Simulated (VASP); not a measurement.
Consider the following.

```
CuZn
1.0
    2.92429     0.00000     0.00000
    0.00000     2.95657     0.00000
    0.00000     0.00000     2.96318
Zn Cu
1 1
Direct
  0.50000   0.50000   0.50000
  0.02313   0.00000   0.00000
```

Computed with PBE GGA, VASP's PBE PAW potentials (set 64) (plane waves; VASP 6.6.1). Settings: 150 eV cut-off, 11×11×11 Γ-centred mesh, first-order Methfessel-Paxton smearing of 0.10 eV, potentials Zn Cu.

At this cut-off the stress carries a Pulay error, which pulls relaxed volumes low.

Question: Give the force on each atom (eV/Å).

Answer: 
| atom | Fx | Fy | Fz |
|---|---|---|---|
| Zn1 | -0.070 | 0.000 | 0.000 |
| Cu2 | 0.070 | 0.000 | 0.000 |

Question: Give the stress tensor in GPa (positive for a compressed cell).

Answer: 
```
-1376.76      0.00      0.00
    0.00  -1372.41      0.00
    0.00      0.00  -1374.24
```
The pressure is its mean diagonal, -1374.47 GPa.

The compound is CuZn in the CsCl type structure. The cell was not relaxed at this level, atoms are displaced from their ideal sites. The run is one of a series of settings (ENCUT = 150 against the base run), some of them coarse on purpose. The electron count is odd and the run is not spin-polarised, which forces a metal.
